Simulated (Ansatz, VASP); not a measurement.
# CS2 (fluorite type (invented)): VASP beside Ansatz

One calculation is typed for both programs; each brings its own data sets. How far apart do they land? The cell is generated by rule, not measured, and may not be a known phase. The cell is taken from a series of runs on this material, whose earlier steps may have relaxed, scaled, displaced or heated it; both programs get it as it stands.

Main program and level: Ansatz 0.2.0; plane waves, with VASP 6.6.1 beside it; relaxation of cell and atoms at PBEsol.

## Step 1: Starting point

It takes space group Fm-3m (No. 225, cubic). The conventional cell has a = 5.460 Å, b = 5.460 Å, c = 5.460 Å, α = 90.00°, β = 90.00°, γ = 90.00°. Nearest to C lie 8 S at 2.36 Å. Nearest to S lie 4 C at 2.36 Å. Farther neighbours and most contacts between anions are not listed.

Structure file:

```cif
data_structure
_symmetry_space_group_name_H-M 'P 1'
_symmetry_Int_Tables_number 1
_cell_length_a 3.8607
_cell_length_b 3.8607
_cell_length_c 3.8607
_cell_angle_alpha 60.000
_cell_angle_beta 60.000
_cell_angle_gamma 60.000
_cell_volume 40.69
loop_
_atom_site_label
_atom_site_type_symbol
_atom_site_fract_x
_atom_site_fract_y
_atom_site_fract_z
_atom_site_occupancy
C1 C 0.00000 0.00000 0.00000 1
S2 S 0.25000 0.25000 0.25000 1
S3 S 0.75000 0.75000 0.75000 1
```

## Step 2: Ansatz: relaxation of cell and atoms, PBEsol

Ansatz runs on its default PAW (the set named soft_2) files.

The relaxed volume is the usual yardstick between codes: in a stiff, nearly cubic crystal its relative difference is about their pressure difference at one cell divided by the bulk modulus.

input.yaml reads:

```yaml
crystal:
  lattice:
    - [0.0, 2.7299222564, 2.7299222564]
    - [2.7299222564, 0.0, 2.7299222564]
    - [2.7299222564, 2.7299222564, 0.0]
  atoms:
    - { symbol: C, position: [0.0, 0.0, 0.0] }
    - { symbol: S, position: [0.25, 0.25, 0.25] }
    - { symbol: S, position: [0.75, 0.75, 0.75] }
kpoints:
  mp_grid: { grid: [14, 14, 14] }
hamiltonian:
  xc: pbesol
scf:
  occupations: { method: gaussian, width: 0.1 }
output:
  forces: true
  stress: true
  eigenvalues: true
  write_density: true
  write_potential: true
  elf: true
  volumetric_format: npy
relax:
  adjacent_minimum: "off"
  f_tol: 0.005
  max_steps: 80
  cell: { stress_tol: 0.05 }
```

Command:

```console
$ ansatz run input.yaml --threads 2 --pin off --max-ram 5120MiB --backend cpu --events-out ev --progress --plain --runs-dir out
```

Numbers of over 12 decimals in the logs are rounded to 6 here.

Output:

```text
Engine: ansatz 0.2.0, aarch64-unknown-linux-gnu
Pseudopotentials: kind: paw
Pseudopotential: C, paw, valence charge 4, recommended cutoff 420 eV (normal), C.paw.azcp
Pseudopotential: S, paw, valence charge 6, recommended cutoff 420 eV (normal), S.paw.azcp
Functional definition: PBEsol
  exchange = pbesol_x
  correlation = pbesol_c
Crystal: 3 atoms, lattice volume = 40.689 Å³
Basis set: ecut = 420 eV, 821 PW (Γ), exchange–correlation on 54×54×54 points (8 copies of the dense FFT grid, shifted against one another)
Bands: 12, of which v1, the nominal top of the filled ones, is band 8 counted from 1 (7 counted from 0)
Symmetry: 48 space group operations
Space group: Fm-3m (ITA 225), of the structure as read, at distance tolerance 3.4e-5 Å
k-points: 104 of 2744
Non-local potential: C, projectors of the file, l = 0: 2, l = 1: 2, l = 2: 1
Non-local potential: S, projectors of the file, l = 0: 2, l = 1: 2, l = 2: 2
PAW form: soft (Blöchl's): semilocal exchange-correlation on the pseudo side does not see the compensation charge
PAW frozen core: C, regenerated for the run's functional, and the local potential with it (the file was generated under x = pbe(κ = 0.804, μ = 0.219515), c = pbe(β = 0.066725))
PAW frozen core: S, regenerated for the run's functional, and the local potential with it (the file was generated under x = pbe(κ = 0.804, μ = 0.219515), c = pbe(β = 0.066725))
PAW one-centre angular grid: C, 110 points (default); XC on 64 Gauss nodes
PAW one-centre angular grid: S, 110 points (default); XC on 64 Gauss nodes
Initial density: superposition of atomic densities (neutral atoms: chi_scale 0, normalization atom), corrected by the library's trained network
Initial wavefunctions: pseudopotential atomic-orbital guess
Functional: x = pbesol(κ = 0.804, μ = 0.123457), c = pbesol(β = 0.046)
SCF iter   1: F=—  HF=-2010.261619 eV  |F-HF|=—  |Δ(HF+E_count)|=         —  Δρ=6.26e-3  dr2=2.15e-2  ethr=1.77e-3  ⟨swp⟩=5.1  Hψ=7838  notcnv=0
preconditioner: auto → Kerker (q_TF=auto, 2.335 Å⁻¹)  [metal: Δε(μ)=0.059 eV  Ē_g=9.069 eV  σ=0.100 eV  W_gap=0.30  n_scr=14 (ndim 8)  ℏωp=23.3 eV  f_vac=0.000  D(μ)=1.13/eV (n_scr^D=8)]
SCF iter   2: F=—  HF=-2010.257168 eV  |F-HF|=—  |Δ(HF+E_count)|=   4.45e-3  Δρ=3.76e-3  dr2=8.03e-3  ethr=1.35e-4  ⟨swp⟩=1.1  Hψ=2087  notcnv=0
SCF iter   3: F=—  HF=-2010.255714 eV  |F-HF|=—  |Δ(HF+E_count)|=   1.45e-3  Δρ=4.97e-4  dr2=1.33e-4  ethr=5.02e-5  ⟨swp⟩=2.4  Hψ=2094  notcnv=0
SCF iter   4: F=—  HF=-2010.255773 eV  |F-HF|=—  |Δ(HF+E_count)|=   5.95e-5  Δρ=1.41e-4  dr2=1.25e-5  ethr=8.30e-7  ⟨swp⟩=2.0  Hψ=1520  notcnv=0
SCF iter   5: F=—  HF=-2010.255782 eV  |F-HF|=—  |Δ(HF+E_count)|=   8.98e-6  Δρ=3.38e-5  dr2=5.74e-7  ethr=7.83e-8  ⟨swp⟩=2.6  Hψ=2037  notcnv=0
SCF iter   6: F=-2010.255782 eV  HF=-2010.255782 eV  |F-HF|=3.09e-9  |Δ(HF+E_count)|=   1.31e-7  Δρ=5.09e-6  dr2=9.37e-9  ethr=6.25e-10  ⟨swp⟩=9.5  Hψ=9176  notcnv=0
SCF 1 converged in 6 iterations: F = -2010.255782 eV  dr2 = 9.37e-9
  greatest PAW one-centre occupation: 0.891 electrons in one spin orbital (limit 2), on the S atom at site 2 (counted from 0), in its partial waves of l = 0
relax step   1: F+E_penalty+E_count = -2010.25578236 eV  Δ(F+E_penalty+E_count) = +0.000e0 eV  max|allowed force component| = 1.850e-17 eV/Å  Δτ_max = 0.0000 Å  P = +0.091 GPa  Ω = 40.689 Å³  (6 SCF iters, dr2 threshold 1.00e-7 eV, accepted)
[...]
relax step   2: F+E_penalty+E_count = -2010.25577380 eV  Δ(F+E_penalty+E_count) = +8.560e-6 eV  max|allowed force component| = 3.146e-16 eV/Å  Δτ_max = 0.0000 Å  P = +0.027 GPa  Ω = 40.717 Å³  energy of the carried Pulay correction = -1.887e-5 eV  (6 SCF iters, accepted)
[...]
relax step   3: F+E_penalty+E_count = -2010.25578083 eV  Δ(F+E_penalty+E_count) = -7.029e-6 eV  max|allowed force component| = 2.991e-16 eV/Å  Δτ_max = 0.0000 Å  P = +0.028 GPa  Ω = 40.717 Å³  stress off target by 2.77e-2 GPa  SCF on the basis re-selected at this cell (its energy is not comparable with the rows above)  (7 SCF iters)
basis re-selected at this cell: Δ(F+E_penalty+E_count) = -7.029e-6 eV, ΔP = +0.001 GPa vs the last step (what re-selecting the basis moved, of the pressure what is left beyond the Pulay correction that the steps carried, after the strain that the cell walked since its last selection, with what the two solves' SCF thresholds leave and, on support functions, any second-order correction that the steps lacked; it is no m [...]
SCF converged after 7 iterations
Free energy (F): -2010.255781 eV
Harris-Foulkes:  -2010.255781 eV  (|F-HF|=0.00e0)
Internal energy: -2010.249937 eV  (E = F + TS)
E sigma→0 (E₀):  -2010.252859 eV
Entropy (-TS):   -0.005843 eV (-1.948 meV/atom)
Fermi energy:    8.962530 eV
--- Per-component energies (eV) ---
  E_band       = 32.458902
  E_kinetic    = 284.917250
  E_local      = -201.221678  (includes V_loc(G=0)·N_el)
  E_nonlocal   = 88.428303
  E_hartree    = 51.684327
  E_xc         = -236.347322
  E_vxc        = -229.363113  (∫ρ·V_xc dr)
  E_paw        = -1260.991464  (= ΣΔE_a)
  E_vpaw       = -13.670517  (= ΣTr[D̂ρ^β])
  E_aug_tail   = 0.000003  (compensation charges beyond the density's cutoff)
  E_ewald      = -736.864355
  E_core_change = 0.144999  (= ΣΔE_core)
  E_smearing   = -0.005843  (= −TS)
  E_closure    = 0.000000  (closes the sum)
  Σ components = -2010.255781   (vs F -2010.255781, Δ=0.00e0)
--- Forces (eV/Å), atoms counted from 1 ---
  atom   1  C     -0.00000000     0.00000000     0.00000000
  atom   2  S     -0.00000000    -0.00000000    -0.00000000
  atom   3  S      0.00000000     0.00000000     0.00000000
  max |Σ_I F_I| component: 4.63e-17 eV/Å
--- Stress (GPa, compression-positive) ---
        0.027664      -0.000000      -0.000000
       -0.000000       0.027664      -0.000000
       -0.000000      -0.000000       0.027664
  P = ⅓ Tr σ = 0.0277 GPa (0.277 kbar)
--- Band table (eV; the first three rows and the last of 104) ---
  k-point 0: bands = [... 4 lower, 4.7808, 4.7808, 5.8697, 5.8697, 5.8697, 10.5816, 10.5816, 10.5816]
  k-point 1: bands = [... 4 lower, 4.6678, 4.6678, 5.9743, 5.9743, 6.5795, 10.5096, 10.5096, 10.5413]
  k-point 2: bands = [... 4 lower, 4.4384, 4.6588, 6.1520, 6.1520, 7.7171, 10.4071, 10.4071, 10.5091]
  k-point 103: bands = [... 4 lower, 4.4355, 5.9664, 6.9376, 10.1330, 10.7496, 11.0921, 11.8870, 11.9647]
--- Relaxed structure (2 steps of the walk, 2 accepted, 1 SCFs on fresh bases) ---
  F+E_penalty+E_count = -2010.25578083 eV   max|allowed force component| = 2.991e-16 eV/Å   (the final SCF, on the basis selected at the relaxed cell)
  cell:  # Å, volume = 40.7173 Å³
    - [0, 2.730547, 2.730547]
    - [2.730547, 0, 2.730547]
    - [2.730547, 2.730547, 0]
  atoms:
    - { symbol: C, position: [0, 0, 0] }
    - { symbol: S, position: [0.25, 0.25, 0.25] }
    - { symbol: S, position: [0.75, 0.75, 0.75] }
```

The column dr2 measures how far the density is from self-consistency, as an energy; F and HF (Harris–Foulkes) agree once it is small.

## Step 3: VASP: relaxation of cell and atoms, PBEsol

The same cell, functional, mesh and smearing now go to VASP, with its own data sets.

Lines of VASP's logs that name or quote its potential files are left out, and so is its time.

INCAR reads:

```
SYSTEM = CS2
PREC = Accurate
ENCUT = 600
EDIFF = 1E-07
NELM = 120
ISMEAR = 0
SIGMA = 0.1
LREAL = .FALSE.
ALGO = Normal
GGA = PS
NBANDS = 14
LORBIT = 11
LWAVE = .FALSE.
LCHARG = .FALSE.
ISIF = 3
IBRION = 2
NSW = 80
EDIFFG = -0.005
LASPH = .TRUE.
GGA_COMPAT = .FALSE.
NELMIN = 4
```

POSCAR reads:

```
CS2
1.0
    0.0000000000      2.7299220000      2.7299220000
    2.7299220000      0.0000000000      2.7299220000
    2.7299220000      2.7299220000      0.0000000000
C S
1 2
Direct
    0.0000000000      0.0000000000      0.0000000000
    0.2500000000      0.2500000000      0.2500000000
    0.7500000000      0.7500000000      0.7500000000
```

KPOINTS reads:

```
Automatic mesh
0
Gamma
14 14 14
0 0 0
```

The projector-augmented-wave data sets are C and S (PBE family, release 64).

Command:

```console
$ mpirun -np 1 vasp_std
```

Output:

```text
[banner, memory and clock lines left out]
running    1 mpi-ranks, on    1 nodes
 distrk:  each k-point on    1 cores,    1 groups
 distr:  one band on    1 cores,    1 groups

 POSCAR found type information on POSCAR C S
 POSCAR found :  2 types and       3 ions
|                                                                             |
|               ----> ADVICE to this user running VASP <----                  |
|                                                                             |
|     You enforced a specific xc type in the INCAR file but a different       |
|     [... a line on the potential file left out ...]
|     I HOPE YOU KNOW WHAT YOU ARE DOING!                                     |
|                                                                             |

 LDA part: xc-table for (Slater+PW92), standard interpolation
 POSCAR, INCAR and KPOINTS ok, starting setup
 FFT: planning ... GRIDC
 FFT: planning ... GRID_SOFT
 FFT: planning ... GRID
 WAVECAR not read
 entering main loop
       N       E                     dE             d eps       ncg     rms          rms(c)
DAV:   1     0.556042476589E+02    0.55604E+02   -0.79752E+03  2912   0.116E+03
DAV:   2    -0.908185537142E+01   -0.64686E+02   -0.58722E+02  3876   0.171E+02
DAV:   3    -0.122272502065E+02   -0.31454E+01   -0.30774E+01  3632   0.395E+01
DAV:   4    -0.122624973507E+02   -0.35247E-01   -0.35205E-01  3734   0.478E+00
DAV:   5    -0.122630324897E+02   -0.53514E-03   -0.53512E-03  3850   0.582E-01    0.151E+01
DAV:   6    -0.121891294424E+02    0.73903E-01   -0.17773E-01  3746   0.334E+00    0.879E+00
DAV:   7    -0.121822879524E+02    0.68415E-02   -0.55145E-02  3368   0.186E+00    0.396E+00
DAV:   8    -0.121753793572E+02    0.69086E-02   -0.13133E-02  3646   0.975E-01    0.255E-01
DAV:   9    -0.121754514223E+02   -0.72065E-04   -0.26274E-03  3410   0.331E-01    0.160E-01
DAV:  10    -0.121754175330E+02    0.33889E-04   -0.16135E-04  3566   0.898E-02    0.698E-02
DAV:  11    -0.121754105995E+02    0.69334E-05   -0.30478E-05  3470   0.361E-02    0.242E-02
DAV:  12    -0.121754100909E+02    0.50861E-06   -0.34327E-06  3578   0.129E-02    0.136E-02
DAV:  13    -0.121754101800E+02   -0.89050E-07   -0.61791E-07  3584   0.553E-03
   1 F= -.12175410E+02 E0= -.12172494E+02  d E =-.121754E+02
 curvature:   0.00 expect dE= 0.000E+00 dE for cont linesearch  0.000E+00
 trial: gam= 0.00000 g(F)=  0.121E-51 g(S)=  0.979E-04 ort = 0.000E+00 (trialstep = 0.100E+01)
 search vector abs. value=  0.979E-04
 bond charge predicted
       N       E                     dE             d eps       ncg     rms          rms(c)
DAV:   1    -0.121756194194E+02   -0.20933E-03   -0.44001E-03  2954   0.426E-01    0.875E-02
DAV:   2    -0.121754952153E+02    0.12420E-03   -0.20485E-04  3128   0.100E-01    0.467E-02
DAV:   3    -0.121754586199E+02    0.36595E-04   -0.64943E-05  3248   0.511E-02    0.369E-02
DAV:   4    -0.121754538541E+02    0.47658E-05   -0.14145E-05  3428   0.229E-02    0.213E-02
DAV:   5    -0.121754527323E+02    0.11218E-05   -0.63028E-07  3410   0.600E-03    0.358E-03
DAV:   6    -0.121754524419E+02    0.29041E-06   -0.11065E-07  1944   0.246E-03    0.133E-03
DAV:   7    -0.121754525818E+02   -0.13985E-06   -0.16256E-08  1648   0.987E-04    0.619E-04
DAV:   8    -0.121754525462E+02    0.35552E-07   -0.20629E-09  1648   0.378E-04
   2 F= -.12175453E+02 E0= -.12172525E+02  d E =-.423663E-04
 trial-energy change:   -0.000042  1 .order   -0.000042   -0.000098    0.000013
 step:   0.8806(harm=  0.8806)  dis= 0.00000  next Energy=   -12.175453 (dE=-0.431E-04)
 reached required accuracy - stopping structural energy minimisation
```

Parts of OUTCAR (step 3):

```text
ion  position               nearest neighbor table
   1  0.000  0.000  0.000-   3 2.36   3 2.36   3 2.36   2 2.36   3 2.36   2 2.36   2 2.36   2 2.36

  LATTYP: Found a face centered cubic cell.
 ALAT       =     5.4598440000

 Subroutine GETGRP returns: Found 48 space group operations
 (whereof 48 operations were pure point group operations)

The static configuration has the point symmetry O_h .

 Found    104 irreducible k-points:

   k-points           NKPTS =    104   k-points in BZ     NKDIM =    104   number of bands    NBANDS=     14

   dimension x,y,z NGX =    32 NGY =   32 NGZ =   32
   dimension x,y,z NGXF=    64 NGYF=   64 NGZF=   64

   ENCUT  =  600.0 eV  44.10 Ry    6.64 a.u.   7.71  7.71  7.71*2*pi/ulx,y,z

   NELECT =      16.0000    total number of electrons

 k-points in reciprocal lattice and weights: Automatic mesh
   0.00000000  0.00000000  0.00000000       0.000
   0.07142857  0.00000000  0.00000000       0.003
   0.14285714  0.00000000  0.00000000       0.003
   0.21428571  0.00000000  0.00000000       0.003
   0.28571429  0.00000000  0.00000000       0.003
   0.35714286  0.00000000  0.00000000       0.003
   0.42857143  0.00000000  0.00000000       0.003
   0.50000000  0.00000000  0.00000000       0.001
   0.07142857  0.07142857  0.00000000       0.002
[...]
-0.28571429  0.42857143  0.21428571       0.009
  -0.28571429  0.50000000  0.21428571       0.004

 average (electrostatic) potential at core
       1 -49.7289       2 -85.6122       3 -85.6122

 E-fermi :   7.2333

 k-point     1 :       0.0000    0.0000    0.0000
  band No.  band energies     occupation
    ...
      5       3.0535      2.00000
      6       3.0535      2.00000
      7       4.1483      2.00000
      8       4.1483      2.00000
      9       4.1483      2.00000
     10       8.8601      0.00000
     11       8.8601      0.00000
     12       8.8601      0.00000
     13      13.5854      0.00000
     14      13.5854      0.00000

 k-point     2 :       0.0714    0.0000    0.0000
  band No.  band energies     occupation
    ...
      5       2.9415      2.00000
      6       2.9415      2.00000
      7       4.2515      2.00000
      8       4.2515      2.00000
      9       4.8549      2.00000
     10       8.7897      0.00000
     11       8.7897      0.00000
     12       8.8199      0.00000
     13      13.8787      0.00000
     14      13.8787      0.00000

 k-point     3 :       0.1429    0.0000    0.0000
  band No.  band energies     occupation
    ...
      5       2.7135      2.00000
      6       2.9314      2.00000
      7       4.4273      2.00000
      8       4.4273      2.00000
      9       5.9891      2.00000
     10       8.6903      0.00000
     11       8.6903      0.00000
     12       8.7881      0.00000
     13      14.6617      0.00000
     14      14.6617      0.00000

  Total       -0.0061112     -0.0061112     -0.0061112      0.0000000      0.0000000     -0.0000000
  in kB       -0.2401104     -0.2401104     -0.2401104      0.0000000      0.0000000     -0.0000000
  external PRESSURE =      -0.2401104 kB  Pullay stress =       0.0000000 kB

  energy-cutoff  :      600.00
  volume of cell :       40.78
      direct lattice vectors                 reciprocal lattice vectors
     0.000000000  2.731900035  2.731900035    -0.183022802  0.183022802  0.183022802
     2.731900035  0.000000000  2.731900035     0.183022802 -0.183022802  0.183022802
     2.731900035  2.731900035  0.000000000     0.183022802  0.183022802 -0.183022802

 POSITION                                       TOTAL-FORCE (eV/Angst)
 -----------------------------------------------------------------------------------
      2.73190      0.00000      2.73190        -0.000000     -0.000000      0.000000
      1.36595      1.36595      1.36595         0.000000      0.000000      0.000000
      4.09785      4.09785      4.09785        -0.000000     -0.000000     -0.000000
 -----------------------------------------------------------------------------------
    total drift:                                0.000000     -0.000000      0.000000

  FREE ENERGIE OF THE ION-ELECTRON SYSTEM (eV)
  ---------------------------------------------------
  free  energy   TOTEN  =       -12.1754525462 eV

  energy  without entropy=      -12.1695984254  energy(sigma->0) =      -12.17252549

 reached required accuracy - stopping structural energy minimisation

 total charge
# of ion       s       p       d       tot
------------------------------------------
    1        1.072   0.971   0.000   2.043
    2        1.438   2.031   0.000   3.469
    3        1.438   2.031   0.000   3.469
--------------------------------------------------
tot          3.947   5.034   0.000   8.980

[... 3 further parts left out ...]
```

CONTCAR:

```
CS2
   1.00000000000000
     0.0000000000000000    2.7319000351673730    2.7319000351673730
     2.7319000351673730    0.0000000000000000    2.7319000351673730
     2.7319000351673730    2.7319000351673730    0.0000000000000000
  C               S
     1     2
Direct
     0.0000000000000000    1.0000000000000000    0.0000000000000000
     0.2500000000000000    0.2500000000000000    0.2500000000000000
     0.7500000000000000    0.7500000000000000    0.7500000000000000
```

## Step 4: Side by side

Known differences besides the potentials themselves: the cutoff is 420 eV in Ansatz and 600 eV in VASP; Ansatz makes its cores anew for this functional, VASP keeps those of its PBE data sets; Ansatz adds a Pulay correction to the stress that steers its cell, VASP none. Total energies have different zeros and are not compared.

Both answers:

| quantity | Ansatz | VASP | difference |
| --- | --- | --- | --- |
| volume (Å³) | 40.72 | 40.78 | -0.15 % |
| edge a after relaxation, in the typed setting (Å) | 3.862 | 3.864 | -0.05 % |

## Step 5: Summary of results

```json
{
  "difference in volume (relaxation of cell and atoms, PBEsol)": "-0.15 %"
}
```

What this shows: The difference in volume is -0.15 % (relaxation of cell and atoms, PBEsol), within the 1.2 % picked in this series as the mark of a large difference, as far as the stopping tolerances let one tell. 1 further run of this series is not shown here. How closely two codes agree says nothing of how well the functional describes the real material.

[Lines on the potential files, build, host, timing and source positions are cut from VASP's logs without a mark.]

[Logs are printed without paths, hosts, clocks, repeated set-up lines and the standing remarks that a program may print on its own settings, such as how far it seeks lower states.]

[Hosts, paths, dates, database ids (printed as entryN), source tags and the programs' standing remarks are cut or masked in the printed files.]
